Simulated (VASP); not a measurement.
# InGaO (P4/mmm) in VASP: relaxation of cell and atoms with PBE

Aim: the relaxation of cell and atoms of InGaO with PBE.

Program: VASP 6.6.1. These are calculated values, not measurements. Logs are shortened: lines on timing, memory, paths and dates and some standing lists are left out, and cuts for length are marked.

## (1) The structure

The structure is tetragonal, space group P4/mmm (No. 123). Conventional cell: a = 3.835 Å, b = 3.835 Å, c = 3.992 Å, α = 90.00°, β = 90.00°, γ = 90.00°. Around In (site symmetry 4/mmm) lie 4 Ga at 2.71 Å. Ga (site symmetry 4/mmm) is surrounded by 2 O at 2.00 Å. Around O (site symmetry 4/mmm) lie 2 Ga at 2.00 Å.

The cell was built by a generator and needn't be a form met in nature.

## (2) Relaxation of cell and atoms, PBE

Input file INCAR:

```
SYSTEM = InGaO
ALGO = Fast ; EDIFF = 1E-4
EDIFFG = -0.08 ; ENCUT = 520
GGA = PE ; IBRION = 2
ISIF = 3 ; ISMEAR = 0
LASPH = .TRUE. ; LCHARG = .FALSE.
LREAL = .FALSE. ; LWAVE = .FALSE.
NELM = 60 ; NSW = 24
PREC = Normal ; SIGMA = 0.15
```

Input file KPOINTS:

```
k-points
0
G
  4 4 4
  0 0 0
```

Input file POSCAR:

```
InGaO
1.0
    3.8353186100      0.0000000000      0.0000000000
    0.0000000000      3.8353186100      0.0000000000
    0.0000000000      0.0000000000      3.9920921400
In Ga O
1 1 1
Direct
    0.0000000000      0.0000000000      0.0000000000
    0.5000000000      0.5000000000      0.0000000000
    0.5000000000      0.5000000000      0.5000000000
```

Potentials or basis: VASP PAW PBE potentials, release 64 (In_d, Ga_d, O).

Command:

```
$ cat potpaw_PBE.64/In_d/POTCAR potpaw_PBE.64/Ga_d/POTCAR potpaw_PBE.64/O/POTCAR > POTCAR
$ mpirun -np 1 vasp_std > vasp.out
```

OUTCAR:

```text
SYSTEM = InGaO
   EDIFF = 1E-4
   EDIFFG = -0.08
   ENCUT = 520
   GGA = PE
   IBRION = 2
   ISIF = 3
   ISMEAR = 0
   LASPH = .TRUE.
   LREAL = .FALSE.
   NELM = 60
   NSW = 24
   PREC = Normal

 ion  position               nearest neighbor table
   1  0.000  0.000  0.000-   2 2.71   2 2.71   2 2.71   2 2.71
   2  0.500  0.500  0.000-   3 2.00   3 2.00   1 2.71   1 2.71   1 2.71   1 2.71
   3  0.500  0.500  0.500-   2 2.00   2 2.00

  LATTYP: Found a simple tetragonal cell.
 ALAT       =     3.8353186100
 C/A-ratio  =     1.0408762729

  Lattice vectors:

 A1 = (   3.8353186100,   0.0000000000,   0.0000000000)
 A2 = (   0.0000000000,   3.8353186100,   0.0000000000)
 A3 = (   0.0000000000,   0.0000000000,   3.9920921400)

Analysis of symmetry for initial positions (statically):
=====================================================================
 Subroutine PRICEL returns:
 Original cell was already a primitive cell.

 Routine SETGRP: Setting up the symmetry group for a
 simple tetragonal supercell.

 Subroutine GETGRP returns: Found 16 space group operations
 (whereof 16 operations were pure point group operations)
 out of a pool of 16 trial point group operations.

The static configuration has the point symmetry D_4h.

Analysis of symmetry for dynamics (positions and initial velocities):
=====================================================================
 Subroutine PRICEL returns:
 Original cell was already a primitive cell.

 Routine SETGRP: Setting up the symmetry group for a
 simple tetragonal supercell.

 Subroutine GETGRP returns: Found 16 space group operations
 (whereof 16 operations were pure point group operations)
 out of a pool of 16 trial point group operations.

The dynamic configuration has the point symmetry D_4h.

 Subroutine INISYM returns: Found 16 space group operations
 (whereof 16 operations are pure point group operations),
 and found     1 'primitive' translations

----------------------------------------------------------------------------------------

                                     Primitive cell

  volume of cell :      58.7224

  direct lattice vectors                    reciprocal lattice vectors
     3.835318610  0.000000000  0.000000000     0.260734531  0.000000000  0.000000000
     0.000000000  3.835318610  0.000000000     0.000000000  0.260734531  0.000000000
     0.000000000  0.000000000  3.992092140     0.000000000  0.000000000  0.250495220

  length of vectors
     3.835318610  3.835318610  3.992092140     0.260734531  0.260734531  0.250495220

  position of ions in fractional coordinates (direct lattice)
     0.000000000  0.000000000  0.000000000
     0.500000000  0.500000000  0.000000000
     0.500000000  0.500000000  0.500000000

  ion indices of the primitive-cell ions
   primitive index   ion index
                 1           1
                 2           2
                 3           3

----------------------------------------------------------------------------------------

 KPOINTS: k-points

Automatic generation of k-mesh.
 Grid dimensions read from file:
 generate k-points for:    4    4    4

 Generating k-lattice:

  Cartesian coordinates                     Fractional coordinates (reciprocal lattice)
     0.065183633  0.000000000  0.000000000     0.250000000  0.000000000  0.000000000
     0.000000000  0.065183633  0.000000000     0.000000000  0.250000000  0.000000000
     0.000000000  0.000000000  0.062623805     0.000000000  0.000000000  0.250000000

  Length of vectors
     0.065183633  0.065183633  0.062623805

  Shift w.r.t. Gamma in fractional coordinates (k-lattice)
     0.000000000  0.000000000  0.000000000

 Subroutine IBZKPT returns following result:
 ===========================================

 Found     18 irreducible k-points:

 Following reciprocal coordinates:
            Coordinates               Weight
  0.000000  0.000000  0.000000      1.000000
  0.250000  0.000000  0.000000      4.000000
  0.500000  0.000000  0.000000      2.000000
  0.250000  0.250000  0.000000      4.000000
  0.500000  0.250000  0.000000      4.000000
  0.500000  0.500000  0.000000      1.000000
[... 10 lines left out ...]
  0.500000  0.250000  0.500000      4.000000
  0.500000  0.500000  0.500000      1.000000
   k-points           NKPTS =     18   k-points in BZ     NKDIM =     18   number of bands    NBANDS=     20
   number of dos      NEDOS =    301   number of ions     NIONS =      3
   total plane-waves  NPLWV =  13824
   dimension x,y,z NGX =    24 NGY =   24 NGZ =   24
   dimension x,y,z NGXF=    48 NGYF=   48 NGZF=   48
   ions per type =               1   1   1
   NGX,Y,Z   is equivalent  to a cutoff of  10.40, 10.40,  9.99 a.u.
   NGXF,Y,Z  is equivalent  to a cutoff of  20.81, 20.81, 19.99 a.u.
 SYSTEM =  InGaO
   PREC   = normal    normal or accurate (medium, high low for compatibility)
   ISTART =      0    job   : 0-new  1-cont  2-samecut
   ICHARG =      2    charge: 1-file 2-atom 10-const
   ISPIN  =      1    spin polarized calculation?
   LNONCOLLINEAR =      F non collinear calculations
   LSORBIT =      F    spin-orbit coupling
   LASPH  =      T    aspherical Exc in radial PAW
   ENCUT  =  520.0 eV  38.22 Ry    6.18 a.u.   7.13  7.13  7.42*2*pi/ulx,y,z
   NELM   =     60;   NELMIN=  2; NELMDL= -5     # of ELM steps
   EDIFF  = 0.1E-03   stopping-criterion for ELM
   LREAL  =      F    real-space projection
   EDIFFG = -.8E-01   stopping-criterion for IOM
   NSW    =     24    number of steps for IOM
   IBRION =      2    ionic relax: 0-MD 1-quasi-New 2-CG
   NFREE  =      1    steps in history (QN), initial steepest desc. (CG)
   ISIF   =      3    stress and relaxation
   ISYM   =      2    0-nonsym 1-usesym 2-fastsym
   POTIM  = 0.5000    time-step for ionic-motion
   TEBEG  =    0.0;   TEEND  =   0.0 temperature during run
   PSTRESS=    0.0 pullay stress
   NELECT =      32.0000    total number of electrons
   NUPDOWN=      -1.0000    fix difference up-down
   EMIN   =  10.00;   EMAX   =-10.00  energy-range for DOS
   EFERMI =   0.00;   METHOD = LEGACY
   ISMEAR =     0;   SIGMA  =   0.15  broadening in eV -4-tet -1-fermi 0-gaus
   EFERMI_NEDOS =   21; number of points for ismear=-14 and -15
   IALGO  =     68    algorithm
   IMIX   =      4    mixing-type and parameters
     AMIX     =   0.40;   BMIX     =  1.00
     AMIX_MAG =   1.60;   BMIX_MAG =  1.00
  volume/ion in A,a.u.               =      19.57       132.09
  Fermi-wavevector in a.u.,A,eV,Ry     =   1.337181  2.526907 24.327954  1.788054
  Thomas-Fermi vector in A             =   2.465750
   LORBIT       =      0    0 simple, 1 ext, 2 COOP (PROOUT), +10 PAW based schemes
   GGA     = PE    functional components
   LHFCALC =     F    Hartree Fock is set to
   AEXX    =    0.0000 exact exchange contribution
   IVDW    =     0    specifies the selected vdW correction
   LEPSILON=     F    determine dielectric tensor
   LRPA    =     F    only Hartree local field effects (RPA)
 conjugate gradient relaxation of ions
 non-spin polarized calculation
 RMM-DIIS sequential band-by-band and
 Gauss-broadening in eV      SIGMA  =   0.15
  energy-cutoff  :      520.00
  volume of cell :       58.72
 maximum number of plane-waves:      1591
   NGX = 15   NGY = 15   NGZ = 15

--------------------------------------- Ionic step        1  -------------------------------------------

 number of electron      31.9999976 magnetization

 Free energy of the ion-electron system (eV)
  ---------------------------------------------------
  ext. energy  EPLUGINS =         0.00000000
  ---------------------------------------------------
  free energy    TOTEN  =       -11.22363022 eV

  energy without entropy =      -11.20675498  energy(sigma->0) =      -11.21519260

------------------------ aborting loop because EDIFF is reached ----------------------------------------

  FORCE on cell =-STRESS in cart. coord.  units (eV):
  Direction    XX          YY          ZZ          XY          YZ          ZX
  --------------------------------------------------------------------------------------
  -------------------------------------------------------------------------------------
  Total        2.7920514      2.7920514     -2.4088521      0.0000000      0.0000000      0.0000000
  in kB       76.1781709     76.1781709    -65.7229834      0.0000000      0.0000000      0.0000000
  external PRESSURE =      28.8777861 kB  Pullay stress =       0.0000000 kB
[... 133 lines left out ...]
  energy  without entropy=      -11.4224703323  energy(sigma->0) =      -11.43222813

--------------------------------------- Ionic step        5  -------------------------------------------

 number of electron      32.0000006 magnetization

 E-fermi :   4.5303     XC(G=0):  -9.5554

 val. band max:        4.2029407795   @ k =   0.2500   0.2500   0.2500
 cond. band min:       4.5357368409   @ k =   0.5000   0.5000   0.0000
 fundamental gap:      0.3327960614
 Fermi energy:         4.5302953760

 k-point     1 :       0.0000    0.0000    0.0000
  band No.  band energies     occupation
      1     -14.4100      2.00000
      2     -10.7012      2.00000
      3     -10.5359      2.00000
      4     -10.4987      2.00000
      5     -10.3350      2.00000
      6     -10.3350      2.00000
[... 12 lines left out ...]
     19       9.0640      0.00000
[... 461 lines left out ...]
  energy  without entropy=      -11.4319147236  energy(sigma->0) =      -11.44157478

--------------------------------------- Ionic step        7  -------------------------------------------

 number of electron      31.9999995 magnetization

 Free energy of the ion-electron system (eV)
  ---------------------------------------------------
  ext. energy  EPLUGINS =         0.00000000
  ---------------------------------------------------
  free energy    TOTEN  =       -11.45296419 eV

  energy without entropy =      -11.43379903  energy(sigma->0) =      -11.44338161

 E-fermi :   4.2900     XC(G=0):  -9.4189

 val. band max:        3.8783690307   @ k =   0.2500   0.2500   0.2500
 cond. band min:       4.2950027017   @ k =   0.5000   0.5000   0.0000
 fundamental gap:      0.4166336710
 Fermi energy:         4.2899615654

 k-point     1 :       0.0000    0.0000    0.0000
  band No.  band energies     occupation
      1     -14.4526      2.00000
      2     -10.9211      2.00000
      3     -10.7627      2.00000
      4     -10.7469      2.00000
      5     -10.5883      2.00000
      6     -10.5883      2.00000
[... 12 lines left out ...]
     19       8.6925      0.00000
[... 420 lines left out ...]
  FREE ENERGIE OF THE ION-ELECTRON SYSTEM (eV)
  ---------------------------------------------------
  free  energy   TOTEN  =       -11.4529641942 eV

  energy  without entropy=      -11.4337990278  energy(sigma->0) =      -11.44338161

 reached required accuracy - stopping structural energy minimisation
```

It took 26 s on 1 thread of Intel Xeon 6975P-C (Granite Rapids), shared host; peak memory 0.15 GiB.

Results:

- Free energy: -11.4530 eV
- Relaxed volume: 21.55 Å³/atom
- Relaxed cell: a = 4.117 Å, b = 4.117 Å, c = 3.814 Å, α = 90.00°, β = 90.00°, γ = 90.00°
- Space group after relaxing (to 0.05 Å): P4/mmm (No. 123)
- Energy gained by relaxing: 76.4 meV/atom
- Ionic steps: 7
- Pressure after relaxing: 0.2 GPa
- Band gap on the k mesh: none (metal or under the smearing width)

The path:
| step | energy change (eV) | largest force (eV/Å) | pressure (GPa) | volume (Å³) |
| --- | --- | --- | --- | --- |
| 1 | 0.0000 | 0.0000 | 2.89 | 58.72 |
| 2 | -0.2047 | 0.0000 | 1.64 | 61.63 |
| 3 | -0.2189 | 0.0000 | 2.07 | 62.60 |
| 4 | -0.2184 | 0.0000 | 1.68 | 62.94 |
| 5 | -0.2188 | 0.0000 | 1.78 | 62.82 |
| 6 | -0.2276 | 0.0000 | -1.02 | 65.46 |
| 7 | -0.2293 | 0.0000 | 0.24 | 64.65 |

Final structure:
```
CELL_PARAMETERS angstrom
4.11729 0.00000 0.00000
0.00000 4.11729 0.00000
0.00000 0.00000 3.81356
ATOMIC_POSITIONS crystal
In 0.00000 0.00000 0.00000
Ga 0.50000 0.50000 0.00000
O 0.50000 0.50000 0.50000
```

Caveat: the k mesh is coarse (spacing up to 0.41 Å⁻¹), so the values aren't converged; the relaxation stopped at a loose force limit of 0.08 eV/Å, so its end isn't a converged minimum.
